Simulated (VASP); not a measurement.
```
TaZr3C4
1.0
   -0.00507     4.61136     4.60053
    4.61136    -0.00507     4.60053
    2.30315     2.30315     0.00000
Zr C Ta
3 4 1
Direct
  0.00000   0.00000   0.00000
  0.00000   0.50000   0.00000
  0.50000   0.00000   0.00000
  0.25529   0.25529   0.48941
  0.25963   0.74037   0.50000
  0.74037   0.25963   0.50000
  0.74471   0.74471   0.51059
  0.50000   0.50000   0.00000
```

These are PBEsol GGA, VASP's PBE PAW potentials (set 64) (plane waves; VASP) values and carry that method's errors. Settings: 520 eV cut-off, Gaussian smearing of 0.050 eV, potentials Zr_sv C Ta_pv.

**Question.** Give the energies of bands 23 to 36 at the high-symmetry points, in eV from the Fermi level.

**Answer.** 
| band | Γ | Y | C0 | Z | A0 | T | S | R |
|---|---|---|---|---|---|---|---|---|
| 23 | -4.07 | -4.17 | -4.21 | -3.63 | -3.86 | -4.01 | -3.39 | -4.28 |
| 24 | -3.70 | -3.72 | -3.47 | -3.58 | -3.61 | -3.79 | -3.33 | -3.57 |
| 25 | -3.70 | -3.23 | -3.29 | -3.52 | -3.53 | -3.71 | -3.33 | -3.29 |
| 26 | -2.84 | -3.19 | -2.95 | -3.37 | -3.36 | -2.92 | -3.18 | -3.18 |
| 27 | -2.79 | -3.02 | -2.65 | -3.37 | -3.12 | -2.89 | -2.69 | -3.14 |
| 28 | -0.61 | -1.85 | -2.59 | -3.11 | -2.80 | -2.76 | -2.51 | -2.88 |
| 29 | -0.58 | -1.28 | -2.18 | -3.10 | -2.79 | -2.73 | -2.45 | -2.53 |
| 30 | 0.18 | -1.15 | -1.79 | -3.10 | -1.19 | -0.66 | -2.28 | -2.41 |
| 31 | 0.18 | -1.14 | -1.69 | -2.69 | -1.09 | -0.52 | -2.28 | -2.36 |
| 32 | 0.25 | -1.12 | -0.38 | 1.94 | -0.41 | -0.51 | 0.59 | 0.59 |
| 33 | 0.42 | -1.01 | 0.03 | 2.58 | -0.18 | -0.44 | 0.90 | 0.83 |
| 34 | 0.43 | 2.06 | 1.44 | 2.75 | 3.05 | 3.21 | 1.49 | 0.99 |
| 35 | 0.44 | 2.56 | 2.42 | 2.77 | 3.29 | 3.50 | 1.60 | 1.01 |
| 36 | 2.02 | 2.78 | 3.00 | 2.81 | 3.53 | 3.85 | 2.14 | 3.44 |

It has no gap at this level: it comes out as a metal or semimetal.

The structure was generated: TaZr3C4 was put into an ordered model structure (Cmmm), which need not be its known phase. It was relaxed first. The electron count is odd and the run is not spin-polarised, which forces a metal.
